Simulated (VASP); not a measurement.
Input:

```
SnO
1.0
    3.77786     0.00000     0.00000
    0.00000     3.77786     0.00000
    0.00000     0.00000     4.68024
Sn O
2 2
Direct
  0.50000   0.00000   0.75258
  0.00000   0.50000   0.24742
  0.50000   0.50000   0.00000
  0.00000   0.00000   0.00000
```

Method: MS2 meta-GGA, VASP's PBE PAW potentials (set 64) (plane waves; VASP). Settings: 520 eV cut-off, 9×9×7 Γ-centred mesh, tetrahedra with Blöchl corrections, potentials Sn_d O.

Unless said otherwise, spin-orbit coupling is left out, though it shifts the bands of the heavy elements here.

**Question.** Estimate the energy per atom (σ→0), band gap (over mesh and band path) with the smallest direct gap where there is one.

**Answer.** 
The band gap (over mesh and band path) is none (metal, semimetal or under 0.01 eV). The energy per atom (σ→0) is -5.085 eV/atom.

Total energies compare only between runs with the same potentials, cut-off and functional.

The compound is SnO in the litharge structure. It was relaxed first.
